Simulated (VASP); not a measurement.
```xyz
2
Lattice="2.8364 0.0000 0.0000 0.0000 2.8364 0.0000 0.0000 0.0000 2.8364" Properties=species:S:1:pos:R:3 pbc="T T T"
Ga     1.4182     1.4182     1.4182
Co     0.0000     0.0000     0.0000
```

The numbers are results of MS2 meta-GGA, VASP's PBE PAW potentials (set 64) (plane waves; VASP), not measurements. Settings: 520 eV cut-off, 13×13×13 Γ-centred mesh, first-order Methfessel-Paxton smearing of 0.10 eV, potentials Ga_d Co.

**Question.** Give the energy at these volumes per atom, relative to the lowest: 10.69, 11.04, 11.38, 11.72, 12.06 Å³.

**Answer.** 30.9, 8.0, 0.0, 5.0, 20.4 meV/atom. A third-order Birch-Murnaghan fit gives B0 = 195 GPa and B0′ = 4.7.

The compound is CoGa in the CsCl type structure. It was relaxed first. The run is not spin-polarised, so no magnetic state was tried.
